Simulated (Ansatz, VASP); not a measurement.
# GaCo in two plane-wave programs, part 2 of 2

Wanted: the spread between two codes on one cell, functional and k mesh. The cell is taken from a series of runs on this material, whose earlier steps may have relaxed, scaled, displaced or heated it; both programs get it as it stands.

VASP 6.6.1 and Ansatz 0.2.0.

So far: The structure; Ansatz: single point, PBE, DFT+U.

### 3. VASP: single point, PBE, DFT+U

Level of this step: PBE, DFT+U (Co d 3.15 eV), spin-polarised from a ferromagnetic start; plane waves and PAW (Ga_d, Co) (VASP).

The same cell, functional, mesh and smearing now go to VASP, with its own data sets.

Lines of VASP's logs that name or quote its potential files are left out, and so is its time.

Input file INCAR:

```
SYSTEM = GaCo
PREC = Accurate
ENCUT = 520
EDIFF = 1E-06
NELM = 200
ISMEAR = -1
SIGMA = 0.1
LREAL = .FALSE.
ALGO = Normal
GGA = PE
NBANDS = 19
ISPIN = 2
MAGMOM = -0.04 0.78
LDAU = .TRUE.
LDAUTYPE = 2
LDAUL = -1 2
LDAUU = 0 3.15
LDAUJ = 0 0
LDAUPRINT = 1
LASPH = .TRUE.
LMAXMIX = 4
LORBIT = 11
LWAVE = .FALSE.
LCHARG = .FALSE.
ISIF = 2
GGA_COMPAT = .FALSE.
```

Input file POSCAR:

```
GaCo
1.0
    2.8780000000      0.0000000000      0.0000000000
    0.0000000000      2.8780000000      0.0000000000
    0.0000000000      0.0000000000      2.8780000000
Ga Co
1 1
Direct
    0.5000000000      0.5000000000      0.5000000000
    0.0000000000      0.0000000000      0.0000000000
```

Input file KPOINTS:

```
Automatic mesh
0
Gamma
13 13 13
0 0 0
```

Potentials, in the order of the species: Ga_d and Co (PBE family, release 64).

Command:

```sh
$ mpirun -np 1 vasp_std
```

Numbers of over 12 decimals in the logs are rounded to 6 here.

Output:

```text
[banner, memory and clock lines left out]
running    1 mpi-ranks, on    1 nodes
 distrk:  each k-point on    1 cores,    1 groups
 distr:  one band on    1 cores,    1 groups

 POSCAR found type information on POSCAR GaCo
 POSCAR found :  2 types and       2 ions
 LDA part: xc-table for (Slater+PW92), standard interpolation
 POSCAR, INCAR and KPOINTS ok, starting setup
 FFT: planning ... GRIDC
 FFT: planning ... GRID_SOFT
 FFT: planning ... GRID
 WAVECAR not read
 entering main loop
       N       E                     dE             d eps       ncg     rms          rms(c)
DAV:   1     0.110398336179E+03    0.11040E+03   -0.99635E+03  7017   0.201E+03
DAV:   2    -0.517374999532E+00   -0.11092E+03   -0.10571E+03  6452   0.322E+02
DAV:   3    -0.809533523817E+01   -0.75780E+01   -0.74732E+01  7039   0.805E+01
DAV:   4    -0.821723502708E+01   -0.12190E+00   -0.12180E+00  7578   0.100E+01
DAV:   5    -0.822162561235E+01   -0.43906E-02   -0.43901E-02  8041   0.175E+00    0.821E+00
DAV:   6    -0.864627882065E+01   -0.42465E+00   -0.92697E+00  7075   0.370E+01    0.725E+00
DAV:   7    -0.776735027892E+01    0.87893E+00   -0.36471E+00  7141   0.266E+01    0.216E+00
DAV:   8    -0.778713070960E+01   -0.19780E-01   -0.22997E-01  9285   0.430E+00    0.121E+00
DAV:   9    -0.779556782991E+01   -0.84371E-02   -0.17662E-02  8734   0.119E+00    0.601E-01
DAV:  10    -0.780212830631E+01   -0.65605E-02   -0.15876E-02  9534   0.111E+00    0.247E-01
DAV:  11    -0.780356547873E+01   -0.14372E-02   -0.32862E-03 10202   0.370E-01    0.120E-01
DAV:  12    -0.780394242026E+01   -0.37694E-03   -0.14739E-03  8485   0.294E-01    0.349E-02
DAV:  13    -0.780396106659E+01   -0.18646E-04   -0.54377E-05  7468   0.623E-02    0.171E-02
DAV:  14    -0.780396254487E+01   -0.14783E-05   -0.61418E-06  7364   0.238E-02    0.590E-03
DAV:  15    -0.780396320510E+01   -0.66023E-06   -0.19992E-06  4618   0.105E-02
   1 F= -.78039632E+01 E0= -.77888807E+01  d E =-.301649E-01  mag=     0.7506
```

From OUTCAR (step 3):

```text
ion  position               nearest neighbor table
   1  0.500  0.500  0.500-   2 2.49   2 2.49   2 2.49   2 2.49   2 2.49   2 2.49   2 2.49   2 2.49

  LATTYP: Found a simple cubic cell.
 ALAT       =     2.8780000000

 Subroutine GETGRP returns: Found 48 space group operations
 (whereof 48 operations were pure point group operations)

The static configuration has the point symmetry O_h .

 Found     84 irreducible k-points:

   k-points           NKPTS =     84   k-points in BZ     NKDIM =     84   number of bands    NBANDS=     19

   dimension x,y,z NGX =    24 NGY =   24 NGZ =   24
   dimension x,y,z NGXF=    48 NGYF=   48 NGZF=   48

   ENCUT  =  520.0 eV  38.22 Ry    6.18 a.u.   5.35  5.35  5.35*2*pi/ulx,y,z

   NELECT =      22.0000    total number of electrons

 k-points in reciprocal lattice and weights: Automatic mesh
   0.00000000  0.00000000  0.00000000       0.000
   0.07692308  0.00000000  0.00000000       0.003
   0.15384615  0.00000000  0.00000000       0.003
   0.23076923  0.00000000  0.00000000       0.003
   0.30769231  0.00000000  0.00000000       0.003
   0.38461538  0.00000000  0.00000000       0.003
   0.46153846  0.00000000  0.00000000       0.003
   0.07692308  0.07692308  0.00000000       0.005
   0.15384615  0.07692308  0.00000000       0.011
[...]
0.46153846  0.46153846  0.38461538       0.011
   0.46153846  0.46153846  0.46153846       0.004

atom =   2  type =  2  l = 2

 onsite density matrix

spin component  1

  0.8393 -0.0000  0.0000 -0.0000  0.0000
 -0.0000  0.8393  0.0000  0.0000  0.0000
  0.0000  0.0000  0.8774  0.0000  0.0000
 -0.0000  0.0000  0.0000  0.8393 -0.0000
  0.0000  0.0000  0.0000 -0.0000  0.8774

spin component  2

  0.8223  0.0000 -0.0000 -0.0000 -0.0000
  0.0000  0.8223  0.0000  0.0000  0.0000
 -0.0000  0.0000  0.4486 -0.0000  0.0000
 -0.0000  0.0000 -0.0000  0.8223  0.0000
 -0.0000  0.0000  0.0000  0.0000  0.4486

 occupancies and eigenvectors

  o =  0.4486  v =  0.0000  0.0000  0.0000  0.0000  0.0000  0.0000 -0.0000 -1.0000  0.0000 -0.0077      0.0000  0.0000  0.0000  0.0000  0.0000  0.0000  0.0000  0.0000  0.0000  0.0000
  o =  0.4486  v =  0.0000  0.0000  0.0000  0.0000  0.0000  0.0000 -0.0000 -0.0077 -0.0000  1.0000      0.0000  0.0000  0.0000  0.0000  0.0000  0.0000  0.0000  0.0000  0.0000  0.0000
  o =  0.8223  v =  0.0000  0.0000  0.0000  0.0000  0.0000  0.0000 -0.9497 -0.0000  0.3132 -0.0000      0.0000  0.0000  0.0000  0.0000  0.0000  0.0000  0.0000  0.0000  0.0000  0.0000
  o =  0.8223  v =  0.0000  0.0000  0.0000  0.0000  0.0000  1.0000  0.0000  0.0000  0.0000  0.0000      0.0000  0.0000  0.0000  0.0000  0.0000  0.0000  0.0000  0.0000  0.0000  0.0000
  o =  0.8223  v =  0.0000  0.0000  0.0000  0.0000  0.0000  0.0000  0.3132 -0.0000  0.9497  0.0000      0.0000  0.0000  0.0000  0.0000  0.0000  0.0000  0.0000  0.0000  0.0000  0.0000
  o =  0.8393  v =  0.0000  0.9826  0.0000 -0.1859  0.0000  0.0000  0.0000  0.0000  0.0000  0.0000      0.0000  0.0000  0.0000  0.0000  0.0000  0.0000  0.0000  0.0000  0.0000  0.0000
  o =  0.8393  v =  1.0000  0.0000  0.0000  0.0000  0.0000  0.0000  0.0000  0.0000  0.0000  0.0000      0.0000  0.0000  0.0000  0.0000  0.0000  0.0000  0.0000  0.0000  0.0000  0.0000
  o =  0.8393  v =  0.0000  0.1859  0.0000  0.9826 -0.0000  0.0000  0.0000  0.0000  0.0000  0.0000      0.0000  0.0000  0.0000  0.0000  0.0000  0.0000  0.0000  0.0000  0.0000  0.0000
  o =  0.8774  v =  0.0000  0.0000  0.0332 -0.0000 -0.9994  0.0000  0.0000  0.0000  0.0000  0.0000      0.0000  0.0000  0.0000  0.0000  0.0000  0.0000  0.0000  0.0000  0.0000  0.0000
  o =  0.8774  v =  0.0000  0.0000 -0.9994  0.0000 -0.0332  0.0000  0.0000  0.0000  0.0000  0.0000      0.0000  0.0000  0.0000  0.0000  0.0000  0.0000  0.0000  0.0000  0.0000  0.0000

 average (electrostatic) potential at core
       1 -60.8196       2 -78.1208

 E-fermi :   9.3657

 spin component 1
 k-point     1 :       0.0000    0.0000    0.0000
  band No.  band energies     occupation
    ...
      7       5.9443      1.00000
      8       5.9443      1.00000
      9       8.1214      1.00000
     10       8.1214      1.00000
     11       8.1214      1.00000
     12      15.0334      0.00000
     13      15.0334      0.00000
     14      15.0334      0.00000
     15      20.3611      0.00000
     16      20.3611      0.00000
    ...

 k-point     2 :       0.0769    0.0000    0.0000
  band No.  band energies     occupation
    ...
      7       5.9479      1.00000
      8       5.9537      1.00000
      9       8.0553      1.00000
     10       8.0553      1.00000
     11       8.1216      1.00000
     12      14.0989      0.00000
     13      15.2196      0.00000
     14      15.2196      0.00000
     15      20.3973      0.00000
     16      20.9723      0.00000
    ...

 k-point     3 :       0.1538    0.0000    0.0000
  band No.  band energies     occupation
    ...
      7       5.9276      1.00000
      8       5.9800      1.00000
      9       7.8828      1.00000
     10       7.8828      1.00000
     11       8.1220      1.00000
     12      12.3301      0.00000
     13      15.7525      0.00000
     14      15.7525      0.00000
     15      20.5066      0.00000
     16      21.4991      0.00000
    ...

 k-point     4 :       0.2308    0.0000    0.0000
  band No.  band energies     occupation
    ...
      7       5.7708      1.00000
      8       6.0176      1.00000
      9       7.6613      1.00000
     10       7.6614      1.00000
     11       8.1225      1.00000
     12      10.6246      0.00000
     13      16.5735      0.00000
     14      16.5735      0.00000
     15      20.6887      0.00000
     16      21.8449      0.00000
    ...

 k-point     5 :       0.3077    0.0000    0.0000
  band No.  band energies     occupation
    ...
      7       5.2623      1.00000
      8       6.0582      1.00000
      9       7.4481      1.00000
     10       7.4481      1.00000
     11       8.1231      1.00000
     12       9.3827      0.45768
     13      17.6183      0.00000
     14      17.6183      0.00000
     15      20.9357      0.00000
     16      22.2580      0.00000
    ...

 k-point     6 :       0.3846    0.0000    0.0000
  band No.  band energies     occupation
    ...
      8       6.0925      1.00000
      9       7.2850      1.00000
     10       7.2850      1.00000
     11       8.1236      1.00000
     12       8.7624      0.99761
     13      18.8132      0.00000
     14      18.8132      0.00000
     15      21.2129      0.00000
     16      22.7930      0.00000
     17      24.2053      0.00000
    ...

  Total        0.2522726      0.2522726      0.2522726      0.0000000      0.0000000     -0.0000000
  in kB       16.9554073     16.9554073     16.9554073      0.0000000      0.0000000     -0.0000000
  external PRESSURE =      16.9554073 kB  Pullay stress =       0.0000000 kB

  energy-cutoff  :      520.00
  volume of cell :       23.84
      direct lattice vectors                 reciprocal lattice vectors
     2.878000000  0.000000000  0.000000000     0.347463516  0.000000000  0.000000000
     0.000000000  2.878000000  0.000000000     0.000000000  0.347463516  0.000000000
     0.000000000  0.000000000  2.878000000     0.000000000  0.000000000  0.347463516

 POSITION                                       TOTAL-FORCE (eV/Angst)
 -----------------------------------------------------------------------------------
      1.43900      1.43900      1.43900         0.000000      0.000000      0.000000
      0.00000      0.00000      0.00000         0.000000      0.000000      0.000000
 -----------------------------------------------------------------------------------
    total drift:                                0.000000      0.000000     -0.000000

  FREE ENERGIE OF THE ION-ELECTRON SYSTEM (eV)
  ---------------------------------------------------
  free  energy   TOTEN  =        -7.8039632051 eV

  energy  without entropy=       -7.7737982587  energy(sigma->0) =       -7.78888073

 total charge
# of ion       s       p       d       tot
------------------------------------------
    1        0.842   0.882  10.046  11.770
    2        0.393   0.443   7.603   8.439
--------------------------------------------------
tot          1.235   1.325  17.649  20.208

 magnetization (x)
# of ion       s       p       d       tot
------------------------------------------
    1       -0.009  -0.042  -0.018  -0.069
    2       -0.001  -0.020   0.910   0.888
--------------------------------------------------
tot         -0.011  -0.062   0.891   0.819

[... 6 further parts left out ...]
```

The cell holds one magnetic atom, so no antiferromagnetic order fits into it. A U on the itinerant d states of such a compound is hard to justify; it moves the bands at the Fermi level and favours large moments.

### 4. Comparison

Known differences besides the potentials themselves: VASP starts from the moments at which Ansatz ended; U acts on the PAW sphere in VASP and on atomic orbitals in Ansatz, so only states and trends compare; the data sets hold 30 valence electrons in Ansatz (on its default PAW (the set named soft_2) files) and 22 in VASP; the cutoff is 420 eV in Ansatz and 520 eV in VASP; site moments are counted in spheres of each program's own size. Total energies have different zeros and are not compared.

Compared:

```
          quantity  Ansatz   VASP  difference
 total moment (μB)    0.65   0.75       -0.10
moment on Co2 (μB)    0.78   0.89       -0.10
moment on Ga1 (μB)   -0.04  -0.07       +0.03
```

### 5. Outcome

```yaml
difference_in_total_moment_single_point_pbe_dft_u: -0.10 μB
```

**Reading.** The difference in total moment is -0.10 μB (single point, PBE, DFT+U). The data sets hold unlike numbers of valence electrons (30 in Ansatz and 22 in VASP), so part of the differences comes from the potentials. How closely two codes agree says nothing of how well the functional describes the real material.

[Lines on the potential files, build, host, timing and source positions are cut from VASP's logs without a mark.]

[Logs are printed without paths, hosts, clocks, repeated set-up lines and the standing remarks that a program may print on its own settings, such as how far it seeks lower states.]

[Hosts, paths, dates, database ids (printed as entryN), source tags and the programs' standing remarks are cut or masked in the printed files.]
